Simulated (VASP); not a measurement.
An input for Ansatz (written as the equivalent of a VASP run, and not itself run):

Ansatz 0.2 input:
```yaml
crystal:
  lattice:
    - [0.0000000, 4.1679500, 4.1679500]
    - [4.1679500, 0.0000000, 4.1679500]
    - [4.1679500, 4.1679500, 0.0000000]
  atoms:
    - { symbol: Co, position: [0.0000000, 0.0000000, 0.0000000], spin: 3 }
    - { symbol: Co, position: [0.2500000, 0.2500000, 0.2500000], spin: 3 }
    - { symbol: Cr, position: [0.6250000, 0.6250000, 0.6250000], spin: 3 }
    - { symbol: Cr, position: [0.1250000, 0.6250000, 0.6250000], spin: 3 }
    - { symbol: Cr, position: [0.6250000, 0.6250000, 0.1250000], spin: 3 }
    - { symbol: Cr, position: [0.6250000, 0.1250000, 0.6250000], spin: 3 }
kpoints:
  mp_grid: { grid: [4, 4, 4] }
hamiltonian:
  xc: pbesol
  pseudopotentials: { kind: paw }
magnetization: { spin_polarized: true }
scf:
  occupations: { method: fermi_dirac, width: 0.05 }
  max_iter: 100
output: { forces: true, stress: true, eigenvalues: true }
```

Task: Translate this input to VASP (INCAR, KPOINTS, POSCAR, choice of POTCAR).

Result: Several could match; the one computed here: 
**KPOINTS**
```
K-points
0
gamma
  4 4 4
```

INCAR:
```
SYSTEM = Cr2Co
PREC = Accurate; ENCUT = 300; LREAL = .FALSE.
LASPH = .TRUE.
EDIFF = 1E-6; NELM = 100; ALGO = Normal
LMAXMIX = 4
ISMEAR = -1; SIGMA = 0.05
GGA = PS
ISPIN = 2; MAGMOM = 6*3.0
ISIF = 2
LWAVE = .FALSE.; LCHARG = .FALSE.; LORBIT = 11
```

### POSCAR
```
Cr2Co
1
    0.0000000000     4.1679500000     4.1679500000
    4.1679500000     0.0000000000     4.1679500000
    4.1679500000     4.1679500000     0.0000000000
Co Cr
2 4
Direct
  0.0000000000   0.0000000000   0.0000000000
  0.2500000000   0.2500000000   0.2500000000
  0.6250000000   0.6250000000   0.6250000000
  0.1250000000   0.6250000000   0.6250000000
  0.6250000000   0.6250000000   0.1250000000
  0.6250000000   0.1250000000   0.6250000000
```

POTCAR, in this order: Co Cr_pv (PBE.64 set). Program: vasp_std.

What does not carry over: each code has its own PAW files, so the cut-off isn't converted (ENCUT is set for VASP's; basis.ecutwfc is left out, and Ansatz then takes the one that its files recommend); Ansatz stops its SCF on the density residual and VASP on the energy change (EDIFF).

The structure comes from a measured Cr2Co entry of the Crystallography Open Database, whose conditions weren't checked. The cell was not relaxed at this level. The k-mesh is coarse (spacing up to 0.33 per Å, 2π included), so the numbers may not be converged in it.
